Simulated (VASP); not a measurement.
```
CELL_PARAMETERS angstrom
      0.00000     3.27175     3.27175
      3.27175     0.00000     3.27175
      3.27175     3.27175     0.00000
ATOMIC_POSITIONS crystal
  Te 0.50000 0.50000 0.50000
  Pb 0.00000 0.00000 0.00000
```

Computed with TPSS meta-GGA, VASP's PBE PAW potentials (set 64) (plane waves; VASP). Numerical set-up: 520 eV cut-off, 6×6×6 Γ-centred mesh, Gaussian smearing of 0.050 eV, potentials Te Pb_d.

Unless said otherwise, spin-orbit coupling is left out, though it shifts the bands of the heavy elements here.

### Question
What does the run give for the energy per atom (σ→0), band gap (on the k-mesh) with the smallest direct gap where there is one?

### Answer

```json
{
 "band gap (on the k-mesh)": "0.87 eV",
 "smallest direct gap (on the k-mesh)": "0.87 eV",
 "energy per atom (σ→0)": "-7.443 eV/atom"
}
```

The absolute energy has meaning only against runs of the same code, potentials and settings.

The compound is PbTe in the rock salt structure. It was relaxed first. The start is the result of an earlier pass.
